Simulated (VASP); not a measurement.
Method: PBE GGA, VASP's PBE PAW potentials (set 64) (plane waves; VASP 6.6.1).

Input for VASP

### INCAR
```
# general
SYSTEM =GeMo
PREC   =Accurate
ENCUT  =300
LREAL  =.FALSE.
LASPH  =.TRUE.   # aspherical one-centre terms

# electronic loop
EDIFF  =1E-6
NELM   =100   # most electronic steps
ALGO   =Normal   # blocked Davidson
LMAXMIX=4   # l cut-off of mixed one-centre charges

# smearing
ISMEAR =0   # Gaussian
SIGMA  =0.1   # width (eV)

# functional
GGA    =PE

# ions
ISIF   =2

# output
LWAVE  =.FALSE.
LCHARG =.FALSE.
```

POSCAR:
```
GeMo
1
    0.0000000000     2.8430770000     2.8430770000
    2.8430770000     0.0000000000     2.8430770000
    2.8430770000     2.8430770000     0.0000000000
Ge Mo
1 1
Direct
 -0.0087060000  -0.0068730000   0.0180390000
  0.5087060000   0.5068730000   0.4819610000
```

File KPOINTS:
```
kpoints
0
gamma
5 5 5
0 0 0
```

POTCAR, in this order: Ge_d Mo_sv (PBE.64 set). Program: vasp_std.

At this cut-off the stress carries a Pulay error, which pulls relaxed volumes low.

Q: What does the run give for the energy per atom (σ→0), pressure, largest force, band gap (on the k-mesh)?

A: 
```
Quantity                                                    Result
------------------------  ----------------------------------------
energy per atom (σ→0)                               -6.671 eV/atom
band gap (on the k-mesh)  none (metal, semimetal or under 0.01 eV)
pressure                                                -23.95 GPa
largest force                                           0.190 eV/Å
```

**OSZICAR**
```
...
DAV:   7    -0.133708346212E+02    0.28100E+00   -0.17706E+00  2424   0.916E+00    0.118E+00
DAV:   8    -0.133643459007E+02    0.64887E-02   -0.78937E-02  2530   0.261E+00    0.319E-01
DAV:   9    -0.133643534152E+02   -0.75145E-05   -0.28744E-03  2728   0.493E-01    0.116E-01
DAV:  10    -0.133643130177E+02    0.40397E-04   -0.11168E-03  2892   0.409E-01    0.342E-02
DAV:  11    -0.133643133136E+02   -0.29580E-06   -0.10881E-04  2402   0.667E-02    0.126E-02
DAV:  12    -0.133643110497E+02    0.22639E-05   -0.12473E-05  2066   0.311E-02    0.172E-03
DAV:  13    -0.133643109750E+02    0.74663E-07   -0.63040E-07  1258   0.537E-03
   1 F= -.13364311E+02 E0= -.13342958E+02  d E =-.427053E-01
```

The structure was generated: GeMo was put into an ordered model structure, which need not be its known phase. The cell was not relaxed at this level, atoms are displaced from their ideal sites. The k-mesh is coarse (spacing up to 0.38 per Å, 2π included), so the numbers may not be converged in it.
